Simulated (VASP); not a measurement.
A convergence study with VASP on KBr (rock salt): one setting is varied, all else stays as given below, so the limit is that of these other settings.

```yaml
crystal:
  lattice:
    - [0.00000, 3.30000, 3.30000]
    - [3.30000, 0.00000, 3.30000]
    - [3.30000, 3.30000, 0.00000]
  atoms:
    - { symbol: K, position: [0.00000, 0.00000, 0.00000] }
    - { symbol: Br, position: [0.50000, 0.50000, 0.50000] }
```

Calculation: PBE GGA, VASP's PBE PAW potentials (set 64) (plane waves; VASP). The tightest run used: 600 eV cut-off, 6×6×6 Γ-centred mesh, Gaussian smearing of 0.010 eV, potentials K_sv Br.

Q: The settings run are ENCUT = 200; ENCUT = 300; ENCUT = 400; ENCUT = 500; ENCUT = 600. From which on does the highest Γ mode stay within 2 cm⁻¹ of the tightest run?

A: From ENCUT = 300 on: it is off by 0.2 there and by no more than 2 in any finer run, while ENCUT = 200 is off by 3.0.
```tsv
setting	highest Γ mode (cm⁻¹)	plane waves	difference judged (cm⁻¹)
ENCUT = 200	110.5	475	3.0
ENCUT = 300	113.7	869	0.2
ENCUT = 400	113.9	1315	0.4
ENCUT = 500	113.3	1853	0.2
ENCUT = 600	113.5	2424	0.0
```

Left out are rungs that failed or repeat a setting and relaxations that didn't move; long series are thinned to 24 rows.

The compound is KBr in the rock salt structure. The cell was not relaxed at this level.
